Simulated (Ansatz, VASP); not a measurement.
## Na2Al2O: VASP beside Ansatz

```
Na Al O
1.0
     3.51704    0.00000    0.00000
     0.00000    3.51704    0.00000
     0.00000    0.00000    8.86490
Na Al O
2 2 1
Direct
  0.00000 0.00000 0.63922
  0.00000 0.00000 0.36078
  0.00000 0.50000 0.00000
  0.50000 0.00000 0.00000
  0.50000 0.50000 0.50000
```

Alike in both runs: functional PBE; k mesh 10 × 10 × 4; occupations gaussian, width 0.1 eV; collinear spin.

Ansatz relaxed the structure, and its values are those at the end. VASP's run is a single point on that final structure, the one shown.

|  | VASP | Ansatz |
| --- | --- | --- |
| version | VASP 6.6.1 | Ansatz 0.2.0 |
| potentials or method | VASP PAW PBE potentials, release 64 (Na_pv, Al, O) | scalar-relativistic, plane waves, PAW |
| plane-wave cutoff (eV) | 520 | 420 |
| valence electrons in the cell | 26 | 30 |

```csv
,VASP,Ansatz,Ansatz less VASP
gap on the k mesh at the Fermi level (eV),none,none,-
pressure (GPa),-0.1,0.0,+0.08
rms of the force components (eV/Å),0.026,0.000,-0.0256
net moment per atom (μB),0.00,0.07,+0.074
size of the moment on the site where the two differ most (μB),0.00,0.42,+0.415
```

Site moments also hang on the region over which each program counts them. A gap of «none» marks a metal or a gap that the smearing closes. The two sets of potentials don't hold the same shells in valence.
